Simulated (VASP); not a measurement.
Level of theory: RPBE GGA, VASP's PBE PAW potentials (set 64) (plane waves; VASP 6.6.1).

The input files of a VASP run:

**INCAR**
```
NELM = 100   # most electronic steps
PREC = Accurate
LORBIT = 11
LCHARG = .True.
GGA = RP
ISMEAR = -5
LWAVE = .False.
LASPH = .True.   # aspherical one-centre terms
SYSTEM = SrO
ENCUT = 520   # plane-wave cut-off (eV)
ISIF = 2   # forces and stress, cell fixed
LREAL = .False.   # projection in real space or not
ALGO = Normal
LMAXMIX = 4   # l cut-off of mixed one-centre charges
NEDOS = 601   # DOS grid
EDIFF = 1E-7
```

File POSCAR:
```
SrO
1.0
  0.0000000000   2.6328744059   2.6328744059
  2.6328744059   0.0000000000   2.6328744059
  2.6328744059   2.6328744059   0.0000000000
Sr O
1 1
direct
  0.0000000000   0.0000000000   0.0000000000
  0.5000000000   0.5000000000   0.5000000000
```

**KPOINTS**
```
Regular mesh
0
Gamma
10 10 10
0 0 0
```

POTCAR, in this order: Sr_sv O (PBE.64 set). Program: vasp_std.

Question: What will the output report for the number of irreducible k-points (NKPTS), largest plane-wave count, number of space-group operations, FFT grid (NGX, NGY, NGZ)?

Answer: 
- number of irreducible k-points (NKPTS): 47
- largest plane-wave count: 998
- number of space-group operations: 48
- FFT grid (NGX, NGY, NGZ): 28 × 28 × 28

The compound is SrO in the rock salt structure. It was relaxed first, which changed the volume by +6 %.
